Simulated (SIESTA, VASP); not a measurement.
Given: the input of a run of SIESTA 5.4.2 on Mo3Ru3C2. The cell comes from a database or a generator and needn't be the stable form of this composition.

File Mo3Ru3C2.fdf:

```
SystemName                      Mo3Ru3C2
SystemLabel                     Mo3Ru3C2
NumberOfSpecies                 3
NumberOfAtoms                   8
%block ChemicalSpeciesLabel
  1  44 Ru
  2  42 Mo
  3   6 C
%endblock ChemicalSpeciesLabel

LatticeConstant                 1.0 Ang
%block LatticeVectors
     2.9092692288     0.0000000000     0.0000000000
    -1.4546346144     2.5195010586     0.0000000000
     0.0000000000     0.0000000000    13.8833190660
%endblock LatticeVectors
AtomicCoordinatesFormat         Fractional
%block AtomicCoordinatesAndAtomicSpecies
     0.3333333333     0.6666666667     0.3459835000  1  Ru
     0.0000000000     0.0000000000     0.5000000000  1  Ru
     0.6666666667     0.3333333333     0.6540165000  1  Ru
     0.3333333333     0.6666666667     0.8121105000  2  Mo
     0.0000000000     0.0000000000     0.0000000000  2  Mo
     0.6666666667     0.3333333333     0.1878895000  2  Mo
     0.6666666667     0.3333333333     0.9011725000  3  C
     0.3333333333     0.6666666667     0.0988275000  3  C
%endblock AtomicCoordinatesAndAtomicSpecies

%block kgrid.MonkhorstPack
   10   0   0  0.0
    0  10   0  0.0
    0   0   2  0.0
%endblock kgrid.MonkhorstPack
XC.Functional                   GGA
XC.Authors                      PBE
PAO.BasisSize                   DZP
PAO.EnergyShift                 0.003 Ry
Mesh.Cutoff                     800 Ry
OccupationFunction              FD
ElectronicTemperature           0.05 eV
MaxSCFIterations                120
SCF.MustConverge                false
SCF.Mixer.Method                Pulay
SCF.Mixer.Weight                0.25
SCF.Mixer.History               8
SCF.DM.Tolerance                5.0e-05
SCF.H.Tolerance                 1.0e-03 eV
WriteForces                     true
Charge.Mulliken                 end
Charge.Hirshfeld                end
Charge.Voronoi                  end
SaveRho                         true
SaveElectrostaticPotential      true
%block PAO.Basis
  Ru 5
  n=4 0 2
    2.997 0.000
  n=5 0 2
    8.634 0.000
  n=4 1 2
    3.435 0.000
  n=5 1 1
    8.634
  n=4 2 2
    5.937 0.000
  Mo 5
  n=4 0 2
    3.234 0.000
  n=5 0 2
    8.986 0.000
  n=4 1 2
    3.729 0.000
  n=5 1 1
    8.986
  n=4 2 2
    6.762 0.000
%endblock PAO.Basis
```

Potentials or basis: PseudoDojo 0.4 standard (PBE files), converted to PSML, two zetas on semicore shells, DZP (energy shift 0.003 Ry; two zetas on semicore shells).

Launch:

```console
$ siesta Mo3Ru3C2.fdf > Mo3Ru3C2.out 2>&1
```

Problem. Translate it to VASP 6.6.1. Potentials or basis there: PBE PAW files C, Mo_sv, Ru_pv, 520 eV.

Solution. As run (cutoffs and basis follow the program's own potentials, and thresholds, step limits or extra output files can differ):

File INCAR:

```
  ALGO = Normal
  EDIFF = 1E-7
  ENCUT = 520
  GGA = PE
  ISIF = 2
  ISMEAR = -1
  LASPH = True
  LCHARG = False
  LREAL = False
  LWAVE = False
  NBANDS = 56
  NELM = 60
  PREC = Accurate
  SIGMA = 0.05
```

The input KPOINTS:

```
k-points
0
Gamma
  10 10 2
```

Contents of POSCAR:

```
Mo3Ru3C2
1.0
    2.9092692288      0.0000000000      0.0000000000
   -1.4546346144      2.5195010586      0.0000000000
    0.0000000000      0.0000000000     13.8833190660
Ru Mo C
3 3 2
Direct
    0.3333333333      0.6666666667      0.3459835000
    0.0000000000      0.0000000000      0.5000000000
    0.6666666667      0.3333333333      0.6540165000
    0.3333333333      0.6666666667      0.8121105000
    0.0000000000      0.0000000000      0.0000000000
    0.6666666667      0.3333333333      0.1878895000
    0.6666666667      0.3333333333      0.9011725000
    0.3333333333      0.6666666667      0.0988275000
```

Potentials or basis: VASP PAW PBE potentials, release 64 (Ru_pv, Mo_sv, C).

The run is started by

```sh
$ cat potpaw_PBE.64/Ru_pv/POTCAR potpaw_PBE.64/Mo_sv/POTCAR potpaw_PBE.64/C/POTCAR > POTCAR
$ mpirun -np 1 vasp_std > vasp.out
```

Both were run:

|  | SIESTA | VASP |
| --- | --- | --- |
| Pressure | 1.1 GPa | -2.4 GPa |

The potentials hold 98 and 92 valence electrons a cell.

The two runs disagree by more than potentials and bases usually give (in gap, levels, pressure or energy); the cause wasn't traced.

Pressure is positive in compression.
